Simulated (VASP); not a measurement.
Consider the following.

```
RbBr
1.0
    0.00000     3.44500     3.44500
    3.44500     0.00000     3.44500
    3.44500     3.44500     0.00000
Rb Br
1 1
Direct
  0.00000   0.00000   0.00000
  0.50000   0.50000   0.50000
```

These are PBE GGA with D3 dispersion (Becke-Johnson damping), VASP's PBE PAW potentials (set 64) (plane waves; VASP) values and carry that method's errors. Settings: 520 eV cut-off, 6×6×6 Γ-centred mesh, Gaussian smearing of 0.050 eV, potentials Rb_sv Br.

Task: Predict the energy per atom (σ→0), band gap (on the k-mesh) with the smallest direct gap where there is one.

Result: 
The band gap (on the k-mesh) is 4.32 eV. The smallest direct gap (on the k-mesh) is 4.32 eV and the energy per atom (σ→0) is -3.245 eV/atom.

Only differences to runs with the same potentials and settings are physical.

The compound is RbBr in the rock salt structure. The cell was not relaxed at this level.
